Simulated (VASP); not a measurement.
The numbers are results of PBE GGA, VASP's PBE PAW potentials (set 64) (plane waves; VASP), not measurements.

VASP input:

File POSCAR:
```
AlB31N32
1.0
  7.2488848260   0.0000000000   0.0000000000
  0.0000000000   7.2488848260   0.0000000000
  0.0000000000   0.0000000000   7.2488848260
B N Al
31 32 1
Cart
  3.6244424130   0.0000000000   0.0000000000
  5.4366636195   1.8122212065   0.0000000000
  5.4366636195   0.0000000000   1.8122212065
  0.0000000000   0.0000000000   0.0000000000
  1.8122212065   1.8122212065   0.0000000000
  3.6244424130   3.6244424130   0.0000000000
  5.4366636195   5.4366636195   0.0000000000
  1.8122212065   0.0000000000   1.8122212065
  3.6447320416   1.8615208722   1.8259288477
  5.3870015096   3.5815580104   1.8190714027
  3.6244424130   0.0000000000   3.6244424130
  5.3940329278   1.7903803165   3.5829063029
  5.4366636195   0.0000000000   5.4366636195
  0.0000000000   3.6244424130   0.0000000000
  1.8122212065   5.4366636195   0.0000000000
  0.0000000000   1.8122212065   1.8122212065
  1.8081545821   3.6288279883   1.8198977755
  3.6393533691   5.4845642504   1.8339243677
  0.0000000000   0.0000000000   3.6244424130
  1.7643568200   1.7732584506   3.5989118406
  5.4691676191   5.4320315821   3.6350040382
  1.8122212065   0.0000000000   5.4366636195
  3.6647679593   1.8141784054   5.4804758794
  5.4171931149   3.5982231966   5.4267616428
  0.0000000000   5.4366636195   1.8122212065
  0.0000000000   3.6244424130   3.6244424130
  1.7839795512   5.4241230488   3.6178314300
  0.0000000000   1.8122212065   5.4366636195
  1.7669446719   3.6037033535   5.3912566049
  3.6621438630   5.4775183344   5.4318793555
  0.0000000000   5.4366636195   5.4366636195
  4.5305530162   0.9061106033   0.9061106033
  6.3427742228   2.7183318097   0.9061106033
  6.3427742228   0.9061106033   2.7183318097
  0.9061106033   0.9061106033   0.9061106033
  2.7457180966   2.7232248070   0.8718451247
  4.5522634263   4.4820144835   0.9074299003
  6.3427742228   6.3427742228   0.9061106033
  2.7524595595   0.9166939751   2.7138592478
  4.4822609455   2.6821961189   2.7329020683
  6.3597583599   4.5653911567   2.6937653391
  4.5801498862   0.8660170213   4.5603024396
  6.3838101597   2.7406366284   4.5590918758
  6.3427742228   0.9061106033   6.3427742228
  0.9061106033   4.5305530162   0.9061106033
  2.7183318097   6.3427742228   0.9061106033
  0.9128520661   2.7194046447   2.7190059560
  2.6717432270   4.5003106688   2.6945627164
  4.5496320811   6.3405198196   2.7322134242
  0.9061106033   0.9061106033   4.5305530162
  2.7538803409   2.6692641084   4.4929168062
  4.5591933602   4.5006658641   4.5247611573
  6.3427742228   6.3427742228   4.5305530162
  2.7183318097   0.9061106033   6.3427742228
  4.5291322348   2.6865237031   6.3101107477
  6.3427742228   4.5305530162   6.3427742228
  0.9061106033   6.3427742228   2.7183318097
  0.8577025504   4.5725748016   4.5050079461
  2.6870238762   6.3259495611   4.5568809659
  0.9061106033   2.7183318097   6.3427742228
  2.7598244265   4.5340759743   6.3448908971
  4.5305530162   6.3427742228   6.3427742228
  0.9061106033   6.3427742228   6.3427742228
  3.6034713892   3.6284365485   3.5857623636
```

**KPOINTS**
```
K-points
0
gamma
  1 1 1
```

**INCAR**
```
SYSTEM  =  AlB31N32
PREC  =  Normal; ENCUT  =  400; LREAL  =  Auto
LASPH  =  .True.; ISYM  =  0; NELECT  =  254.0
EDIFF  =  1E-5; NELM  =  100; NELMIN  =  4
ALGO  =  Fast
ISMEAR  =  0; SIGMA  =  0.05
GGA  =  PE
IBRION  =  2; NSW  =  60; ISIF  =  2
EDIFFG  =  -0.03
LWAVE  =  .False.; LCHARG  =  .False.
```

POTCAR, in this order: B N Al (PBE.64 set). Program: vasp_gam.

The cell is charged, with a uniform compensating background. The supercell is sampled at Γ alone, which is coarse: total energies, pressure and levels can be off, energies of defects by several tenths of an eV.

Question: Predict the energy per atom (σ→0).

Answer: 
| Property | Result |
|---|---|
| energy per atom (σ→0) | -8.840 eV/atom |

**OSZICAR**
```
...
RMM:   4    -0.565761623090E+03   -0.14803E-06   -0.20228E-06   179   0.308E-03
  14 F= -.56576162E+03 E0= -.56576162E+03  d E =-.176978E-02
       N       E                     dE             d eps       ncg     rms          rms(c)
DAV:   1    -0.565761891086E+03   -0.26814E-03   -0.12585E-01   352   0.100E+00    0.683E-02
RMM:   2    -0.565761996758E+03   -0.10567E-03   -0.18732E-03   320   0.121E-01    0.362E-02
RMM:   3    -0.565761992968E+03    0.37900E-05   -0.27710E-04   320   0.438E-02    0.178E-02
RMM:   4    -0.565761995368E+03   -0.24003E-05   -0.59429E-05   248   0.170E-02
  15 F= -.56576200E+03 E0= -.56576199E+03  d E =-.372278E-03
```

The cell is a supercell with a defect, built from BN (zinc blende): Al_B, charge +2. The run is not spin-polarised, so no state with unpaired spins was tried.
